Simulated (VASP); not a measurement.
Computed with optB86b-vdW, VASP's PBE PAW potentials (set 64) (plane waves; VASP 6.6.1).

VASP input:

### POSCAR
```
FePt
1
    2.7080376885    -0.0000000000    -0.0000000000
    0.0000000000     2.7080376885    -0.0000000000
   -0.0000000000     0.0000000000     3.7381564837
Fe Pt
1 1
Direct
  0.0000000000   0.0000000000   0.0000000000
  0.5000000000   0.5000000000   0.5000000000
```

**KPOINTS**
```
Automatic mesh
0
G
15 15 11
```

### INCAR
```
SYSTEM = FePt
PREC = Accurate
ENCUT = 520
EDIFF = 1E-7
NELM = 100
ALGO = Normal
LREAL = .FALSE.
LASPH = .TRUE.
ISMEAR = -5
GGA = MK
PARAM1 = 0.1234
PARAM2 = 1.0
LUSE_VDW = .TRUE.
AGGAC = 0.0
LMAXMIX = 6
ISPIN = 2
MAGMOM = 2.9 0.3
LORBIT = 11
LWAVE = .FALSE.
LCHARG = .TRUE.
NEDOS = 601
ISIF = 2
```

POTCAR, in this order: Fe Pt (PBE.64 set). Program: vasp_std.

What will the output report for the number of irreducible k-points (NKPTS), largest plane-wave count, number of space-group operations, FFT grid (NGX, NGY, NGZ)?

```json
{
  "number of irreducible k-points (NKPTS)": "216",
  "largest_plane_wave_count": "758",
  "number_of_space_group_operations": "16",
  "FFT grid (NGX, NGY, NGZ)": "20 × 20 × 28"
}
```

The compound is FePt in the L1_0 structure. It was relaxed first.
